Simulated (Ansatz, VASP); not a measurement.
# SnSe2: VASP beside Ansatz, part 2 of 2

One calculation is typed for both programs; each brings its own data sets and cutoff. How far apart do they land?

VASP 6.6.1 and Ansatz 0.2.0.

So far: Starting point; Ansatz: band structure, PBE; VASP: band structure, PBE.

## Step 4: Differences

Known differences besides the potentials themselves: the data sets hold 46 valence electrons in Ansatz (default PAW (the set named soft_2) files) and 26 in VASP; the cutoff is 420 eV in Ansatz and 300 eV in VASP; VASP leaves aspherical gradient terms in its spheres out (LASPH is not set), Ansatz keeps them. Total energies have different zeros and are not compared.

Both answers:

| quantity | Ansatz | VASP | difference |
| --- | --- | --- | --- |
| gap over the path points (eV) | 0.768 | 0.762 | +0.007 |

Levels at points of the path, from each program's valence-band top (eV; 4 filled, then empty):

| k (reciprocal lattice) | Ansatz | VASP |
| --- | --- | --- |
| 0.000 0.000 0.000 | -0.46 -0.46 -0.08 -0.08 1.51 3.08 4.58 | -0.46 -0.46 -0.08 -0.08 1.49 3.06 4.57 |
| 0.136 0.000 0.000 | -1.05 -0.94 -0.85 0.00 2.15 3.75 4.56 | -1.05 -0.95 -0.85 0.00 2.14 3.74 4.55 |
| 0.318 0.000 0.000 | -2.15 -1.81 -0.73 -0.19 1.37 4.13 5.46 | -2.15 -1.81 -0.72 -0.19 1.36 4.12 5.45 |
| 0.500 0.000 0.000 | -2.26 -2.15 -0.70 -0.33 0.77 4.07 5.40 | -2.25 -2.16 -0.70 -0.33 0.76 4.06 5.39 |
| 0.470 0.061 0.000 | -2.32 -2.28 -0.69 -0.44 0.93 4.26 5.42 | -2.32 -2.27 -0.69 -0.44 0.92 4.25 5.42 |
| 0.409 0.182 0.000 | -3.07 -2.55 -0.89 -0.67 1.58 5.14 5.19 | -3.08 -2.55 -0.89 -0.67 1.57 5.13 5.18 |
| 0.348 0.303 0.000 | -3.52 -3.12 -0.88 -0.77 1.77 5.17 5.28 | -3.53 -3.12 -0.88 -0.77 1.77 5.16 5.27 |
| 0.303 0.303 0.000 | -3.51 -2.99 -0.96 -0.70 1.78 5.07 5.36 | -3.51 -2.99 -0.96 -0.69 1.78 5.06 5.35 |
| 0.182 0.182 0.000 | -2.83 -1.58 -1.01 -0.45 2.08 4.71 5.09 | -2.83 -1.58 -1.01 -0.45 2.07 4.69 5.08 |
| 0.061 0.061 0.000 | -1.07 -1.03 -0.32 -0.13 2.02 3.71 4.29 | -1.07 -1.02 -0.32 -0.13 2.01 3.70 4.28 |

At this near-relaxed geometry the largest component of a force difference is 9 meV/Å. Among the levels compared at these points, filled levels agree within 5 meV and empty ones within 15 meV.

## Step 5: VASP: single point, PBE

With cell and atoms fixed, the geometry can't cause a difference; cores, projectors, grids and the points listed under the comparison can. The cell compared in this pair holds 160.84 Å³, against 141.54 Å³ for the pair before.

The input, INCAR:

```
SYSTEM = SnSe2
PREC = Accurate
ENCUT = 300
EDIFF = 1E-08
NELM = 100
ISMEAR = 0
SIGMA = 0.01
LREAL = .FALSE.
ALGO = Normal
GGA = PE
NBANDS = 19
LORBIT = 11
LWAVE = .TRUE.
LCHARG = .FALSE.
KPAR = 8
```

The input, POSCAR:

```
SnSe2
1.0
    3.8545658600      0.0000000000      0.0000000000
   -1.9272829300      3.3381519553      0.0000000000
    0.0000000000      0.0000000000     12.5000000000
Sn Se
1 2
Direct
    0.0000000000      0.0000000000      0.5000000000
    0.3333333333      0.6666666667      0.6280907574
    0.6666666667      0.3333333333      0.3719092426
```

The input, KPOINTS:

```
Automatic mesh
0
Gamma
9 9 1
0 0 0
```

PAW data sets: Sn_d_GW and Se_GW (PBE family, release 64).

The run is started by

```
mpirun -np 8 vasp_std
```

Numbers of over 12 decimals in the logs are rounded to 6 here.

Log:

```text
[banner, memory and clock lines left out]
running    8 mpi-ranks, on    1 nodes
[...]
[... a notice as in an earlier step ...]

 LDA part: xc-table for (Slater+PW92), standard interpolation
 POSCAR, INCAR and KPOINTS ok, starting setup
[...]
entering main loop
       N       E                     dE             d eps       ncg     rms          rms(c)
DAV:   1     0.207204215538E+03    0.20720E+03   -0.82351E+03   589   0.253E+03
DAV:   2     0.139453864804E+02   -0.19326E+03   -0.18700E+03   816   0.636E+02
DAV:   3    -0.111404921424E+02   -0.25086E+02   -0.24981E+02   762   0.131E+02
DAV:   4    -0.120260916383E+02   -0.88560E+00   -0.88444E+00   696   0.207E+01
[...]
DAV:  17    -0.118411767820E+02   -0.20864E-06   -0.31075E-08   490   0.115E-03    0.152E-04
DAV:  18    -0.118411768201E+02   -0.38170E-07   -0.33493E-09   527   0.151E-03    0.685E-05
DAV:  19    -0.118411768207E+02   -0.55479E-09   -0.64150E-10   422   0.334E-04
   1 F= -.11841177E+02 E0= -.11841177E+02  d E =-.100559E-56
 writing wavefunctions
```

From OUTCAR (step 5):

```text
  Total        0.0486970      0.0486970     -0.1808265     -0.0000000      0.0000000      0.0000000
  in kB        0.4850884      0.4850884     -1.8012791     -0.0000000      0.0000000      0.0000000
  external PRESSURE =      -0.2770341 kB  Pullay stress =       0.0000000 kB

 POSITION                                       TOTAL-FORCE (eV/Angst)
 -----------------------------------------------------------------------------------
      0.00000      0.00000      6.25000         0.000000      0.000000      0.000000
     -0.00000      2.22543      7.85113         0.000000     -0.000000     -0.006578
      1.92728      1.11272      4.64887        -0.000000      0.000000      0.006578
 -----------------------------------------------------------------------------------
    total drift:                               -0.000000      0.000000      0.000000

  FREE ENERGIE OF THE ION-ELECTRON SYSTEM (eV)
  ---------------------------------------------------
  free  energy   TOTEN  =       -11.8411768207 eV

  energy  without entropy=      -11.8411768207  energy(sigma->0) =      -11.84117682

[... 1 part as in an earlier step ...]

[... 2 further parts left out ...]
[key lines of the parts left out:]
E-fermi :  -1.4635
```

## Step 6: Ansatz: single point, PBE

The same cell, functional, mesh and smearing now go to Ansatz, which takes its cutoff from its data sets.

The input, input.yaml:

```yaml
crystal:
  lattice:
    - [3.85456586, 0.0, 0.0]
    - [-1.92728293, 3.3381519553, 0.0]
    - [0.0, 0.0, 12.5]
  atoms:
    - { symbol: Sn, position: [0.0, 0.0, 0.5] }
    - { symbol: Se, position: [0.3333333333, 0.6666666667, 0.6280907574] }
    - { symbol: Se, position: [0.6666666667, 0.3333333333, 0.3719092426] }
hamiltonian:
  xc: pbe
  pseudopotentials: { kind: paw }
kpoints:
  mp_grid: { grid: [9, 9, 1] }
scf:
  occupations: { method: gaussian, width: 0.01 }
  n_extra_bands: 4
output:
  forces: true
  eigenvalues: true
```

The run is started by

```
ansatz run input.yaml --threads 2 --pin off --max-ram 4608MiB --backend cpu --events-out ev --progress --plain --runs-dir out
```

Log:

```text
[...]
Crystal: 3 atoms, lattice volume = 160.839 Å³
Basis set: ecut = 420 eV, 3149 PW (Γ), exchange–correlation on 54×54×180 points (8 copies of the dense FFT grid, shifted against one another)
Bands: 27, of which v1, the nominal top of the filled ones, is band 23 counted from 1 (22 counted from 0)
Symmetry: 12 space group operations
[...]
k-points: 12 of 81
[...]
max |Σ_I F_I| component: 9.26e-29 eV/Å
--- Band table (eV; the first three rows and the last of 12) ---
  k-point 0: bands = [... 19 lower, 0.2622, 0.2622, 0.6415, 0.6415, 2.2410, 3.7962, 5.3045, 5.3045]
  k-point 1: bands = [... 19 lower, -0.3262, -0.0961, 0.0625, 0.7193, 2.7785, 4.4033, 5.1556, 5.5709]
  k-point 2: bands = [... 19 lower, -0.9342, -0.6653, -0.1340, 0.6555, 2.6884, 4.6882, 6.0420, 6.0796]
  k-point 11: bands = [... 19 lower, -2.8287, -2.4597, -0.1069, -0.1069, 2.4945, 5.9420, 5.9420, 7.2492]
[key lines of the parts left out:]
SCF converged after 6 iterations
Free energy (F): -16963.384196 eV
Fermi energy:    1.132745 eV
```

Wall time 2.1 s (2 threads of Arm Neoverse V2, shared host); peak memory 0.41 GiB.

## Step 7: Differences

Compared:

| quantity | Ansatz | VASP | difference |
| --- | --- | --- | --- |
| gap on the k mesh (eV) | 0.827 | 0.820 | +0.007 |

At this near-relaxed geometry the largest component of a force difference is 9 meV/Å. A gap on the mesh is an upper bound, since the band edges may lie between its points.

## Step 8: Summary of results

```yaml
difference_in_gap_over_the_path_points_band_structure_pbe: 0.0068 eV
difference_in_gap_on_the_k_mesh_single_point_pbe: 0.0068 eV
```

In words: The difference in gap on the k mesh is 0.0068 eV (single point, PBE), within the 0.08 eV picked in this series as the mark of a large difference. How closely two codes agree says nothing of how well the functional describes the real material.

[Lines on the potential files, build, host, timing and source positions are cut from VASP's logs without a mark.]

[Logs are printed without paths, hosts, clocks, repeated set-up lines and the standing remarks that a program may print on its own settings, such as how far it seeks lower states.]

[Hosts, paths, dates, database ids (printed as entryN), source tags and the programs' standing remarks are cut or masked in the printed files.]
